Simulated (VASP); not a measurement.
# Coverage series on ZrN(001), part 3 of 3

How do binding energy and the level below the vacuum change as the layer fills? Model: ZrN(001), 2 x 2, four layers.

VASP 6.6.1, plane waves and PAW; the level of theory is named at each step.

So far: The structure; Relax the state, PBEsol; Potential of the state, PBEsol.

### 6. Free molecule: F2, PBEsol

Each gas relaxes alone in a box.

Level: PBEsol; plane waves and PAW (F).

System, named by how it was started: F2. The cell holds 2 atoms: 2 F. Cell: a = 10.000 Å, b = 10.500 Å, c = 13.000 Å, α = 90.0°, β = 90.0°, γ = 90.0°. Vacuum lies along a, b and c.

Contents of INCAR:

```
SYSTEM = F
PREC = Normal
ENCUT = 400
EDIFF = 1E-05
NELM = 120
ISMEAR = 0
SIGMA = 0.01
LREAL = Auto
ALGO = Normal
GGA = PS
NBANDS = 13
LASPH = .TRUE.
LORBIT = 11
LWAVE = .FALSE.
LCHARG = .FALSE.
NCORE = 4
IBRION = 2
NSW = 60
ISIF = 2
EDIFFG = -0.03
POTIM = 0.4
MAXMIX = 40
ISYM = 0
```

Contents of POSCAR:

```
F
1.0
   10.0000000000      0.0000000000      0.0000000000
    0.0000000000     10.5000000000      0.0000000000
    0.0000000000      0.0000000000     13.0000000000
F
2
Direct
    0.5000000000      0.5000000000      0.4457692300
    0.5000000000      0.5000000000      0.5542307700
```

Contents of KPOINTS:

```
Automatic mesh
0
Gamma
1 1 1
0 0 0
```

PAW data sets: F (PBE family, release 64).

Run with:

```
$ mpirun -np 16 vasp_gam
```

The log of the run:

```text
[banner, memory and clock lines left out]
running   16 mpi-ranks, on    1 nodes
[...]
|                                                                             |
|               ----> ADVICE to this user running VASP <----                  |
|                                                                             |
|     You have a (more or less) 'small supercell' and for smaller cells       |
|     it is recommended to use the reciprocal-space projection scheme!        |
|     The real-space optimization is not efficient for small cells and it     |
|     is also less accurate ...                                               |
|     Therefore, set LREAL=.FALSE. in the INCAR file.                         |
|                                                                             |

 [... a notice as in an earlier step ...]

 LDA part: xc-table for (Slater+PW92), standard interpolation
|                                                                             |
|           W    W    AA    RRRRR   N    N  II  N    N   GGGG   !!!           |
[...]
N       E                     dE             d eps       ncg     rms          rms(c)
DAV:   1    -0.385210531721E+01    0.14371E-03   -0.71252E-02    32   0.191E+00    0.848E-02
DAV:   2    -0.385191104897E+01    0.19427E-03   -0.93773E-04    32   0.222E-01    0.416E-02
DAV:   3    -0.385214814908E+01   -0.23710E-03   -0.33330E-05    32   0.408E-02    0.423E-03
DAV:   4    -0.385214686647E+01    0.12826E-05   -0.16536E-06    32   0.793E-03
   2 F= -.38521469E+01 E0= -.38521469E+01  d E =0.111903E-03
 trial-energy change:    0.000112  1 .order    0.000116   -0.000236    0.000469
 step:   0.3348(harm=  0.3348)  dis= 0.00071  next Energy=    -3.852298 (dE=-0.395E-04)
[...]
N       E                     dE             d eps       ncg     rms          rms(c)
DAV:   1    -0.385228939419E+01   -0.14125E-03   -0.31605E-02    32   0.127E+00    0.567E-02
DAV:   2    -0.385228936634E+01    0.27851E-07   -0.39326E-04    32   0.145E-01    0.570E-03
DAV:   3    -0.385230617240E+01   -0.16806E-04   -0.14657E-06    24   0.957E-03    0.121E-03
DAV:   4    -0.385230758349E+01   -0.14111E-05   -0.16862E-07    24   0.290E-03
   3 F= -.38523076E+01 E0= -.38523076E+01  d E =-.488140E-04
[...]
reached required accuracy - stopping structural energy minimisation
```

Run time: 5 s. Hardware: 16 MPI ranks of Intel Xeon 6975P-C (Granite Rapids), shared host; peak memory 2.3 GiB.

Parts of OUTCAR (step 6):

```text
  Total       -2.8920828     -2.9482913     -1.7759093     -0.0000000     -0.0000000     -0.0000000
  in kB       -3.3946003     -3.4605754     -2.0844847     -0.0000000     -0.0000001     -0.0000000
  external PRESSURE =      -2.9798868 kB  Pullay stress =       0.0000000 kB

 POSITION                                       TOTAL-FORCE (eV/Angst)
 -----------------------------------------------------------------------------------
      5.00000      5.25000      5.79571        -0.000000      0.000000     -0.000101
      5.00000      5.25000      7.20429         0.000000     -0.000000      0.000101
 -----------------------------------------------------------------------------------
    total drift:                                0.000000     -0.000000     -0.000001

  FREE ENERGIE OF THE ION-ELECTRON SYSTEM (eV)
  ---------------------------------------------------
  free  energy   TOTEN  =        -3.8523075835 eV

  energy  without entropy=       -3.8523075835  energy(sigma->0) =       -3.85230758

[... 1 part as in an earlier step ...]

[... 3 further parts left out ...]
[key lines of the parts left out:]
E-fermi :  -9.1964
```

This run gave:

- energy(sigma→0) of the program: -3.8523 eV
- ionic steps: 3

### 7. The energy by hand

For “4 of 4 Zr sites hold F”, from the relaxed energies at PBEsol: [-360.980 − (-335.579) − (2) × (-3.852)] / 4 = -4.42 eV.

### 8. The table

The other members went through these steps as far as the tables show, with one cutoff; 6 runs are not shown. The session took 19 core hours (wall time by ranks) on a shared machine.

Mean binding energy of one F against half of F2; static energies, no zero-point or thermal terms; level: Fermi level of a metal, highest filled level otherwise.

```
                 state  coverage in layers  from state  gas taken up (+) or given off (-)  energy, PBEsol (eV)
                 clean                   0                                                                    
1 of 4 Zr sites hold F                0.25       clean                            +0.5 F2                -4.77
2 of 4 Zr sites hold F                0.50       clean                              +1 F2                -4.67
3 of 4 Zr sites hold F                0.75       clean                            +1.5 F2                -4.50
4 of 4 Zr sites hold F                1.00       clean                              +2 F2                -4.42
```

A blank entry does not apply, was not run or did not finish.

```
                 state  level below the vacuum (eV)  gap (eV)  nearest pair between the added atoms and the rest  its distance (Å)
                 clean                         2.20      0.00                                                                     
1 of 4 Zr sites hold F                         4.05      0.00                                               F-Zr              1.95
2 of 4 Zr sites hold F                         5.45      0.00                                               F-Zr              1.92
3 of 4 Zr sites hold F                         6.29      0.00                                               F-Zr              1.89
4 of 4 Zr sites hold F                         7.19      0.00                                               F-Zr              1.88
```

### 9. Outcome

| Quantity | Value |
| --- | --- |
| binding at 0.25 layers | -4.77 eV |
| binding at 1 layers | -4.42 eV |

**Reading.** From 0.25 to 1 layers the mean binding weakens by 0.35 eV. The differential binding, step by step, is -4.56, -4.16, -4.20 eV an atom. The level below the vacuum on the upper side spans 2.20 eV (“clean”) to 7.19 eV (“4 of 4 Zr sites hold F”). Vacuum levels are VASP's own where it printed one and read from the planar potential otherwise; the two differ by up to about 0.05 eV, so smaller differences between rows mean nothing. The work function of the untouched lower face drifts by 0.17 eV over the series, a sign that the slab may be too thin to part the two faces. The crystal is taken in the rock-salt form at a typed lattice constant, and the added atoms are held on top sites by symmetry. The slabs ran without spin polarisation, which may matter for added atoms with open shells. One start was relaxed for each state, in a small cell at high coverage; entropy of the gases, which favours steps that give off gas, is left out.

[Lines on the potential files, build, host, timing and source positions are cut from VASP's logs without a mark.]

[Logs are printed without paths, hosts, clocks, repeated set-up lines and the standing remarks that a program may print on its own settings, such as how far it seeks lower states.]

[Hosts, paths, dates, database ids (printed as entryN), source tags and the programs' standing remarks are cut or masked in the printed files.]
